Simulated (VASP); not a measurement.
Wanted: the native input for a VASP 6.6.1 run.

* Task: atomic charges
* Functional: PBE
* Dispersion: TS
* Potentials or basis: VASP PAW PBE potentials, release 64 (F, C, S, H)
* Cutoff: 520 eV
* k mesh: 1 × 1 × 1
* Occupations: gaussian, width 0.01 eV
* Spin: no spin polarisation
* Further INCAR settings: ALGO = Normal; EDIFF = 1e-06

The structure of F3CSH lies in POSCAR:

```
HCSF3
1.0
   12.0000000000      0.0000000000      0.0000000000
    0.0000000000     12.0000000000      0.0000000000
    0.0000000000      0.0000000000     12.0000000000
F C S H
3 1 1 1
Direct
    0.5449166700      0.4049875000      0.5936458300
    0.4167500000      0.3932875000      0.4680791700
    0.5854166700      0.4262291700      0.4197541700
    0.5091166700      0.4474625000      0.4976625000
    0.4861083300      0.5947125000      0.5177125000
    0.4528416700      0.6102125000      0.4120208300
```

One way to write it, as run:

INCAR

```
SYSTEM = HCSF3
  PREC = Accurate
  ENCUT = 520
  EDIFF = 1E-6
  ISMEAR = 0
  SIGMA = 0.01
  LREAL = .False.
  LASPH = .True.
  NELM = 100
  ALGO = Normal
  ISIF = 2
  LWAVE = .False.
  LCHARG = .True.
  GGA = PE
  IVDW = 2
  LORBIT = 11
  LELF = .True.
  LVHAR = .True.
  LVACPOTAV = .True.
```

KPOINTS

```
regular mesh
0
Gamma
  1 1 1
  0 0 0
```

Potentials or basis: VASP PAW PBE potentials, release 64 (F, C, S, H).

Command:

```console
$ cat potpaw_PBE.64/F/POTCAR potpaw_PBE.64/C/POTCAR potpaw_PBE.64/S/POTCAR potpaw_PBE.64/H/POTCAR > POTCAR
$ mpirun -np 1 vasp_gam > vasp.out
```

It gave:

```json
{"Largest force": "1.408 eV/Å", "Gap between the frontier levels": "5.36 eV", "Valence electrons inside the program's atomic spheres": "F 6.14; C 2.37; S 3.77; H 0.60", "Hirshfeld charges": "F -0.08, -0.09; C +0.21; S -0.02; H +0.06 e", "Dispersion energy per atom": "-0.002 eV"}
```

Run time: 3.2 min on 1 thread of Intel(R) Xeon(R) Platinum 8559C (Emerald Rapids), with other jobs on the host, peak memory 1.3 GiB.
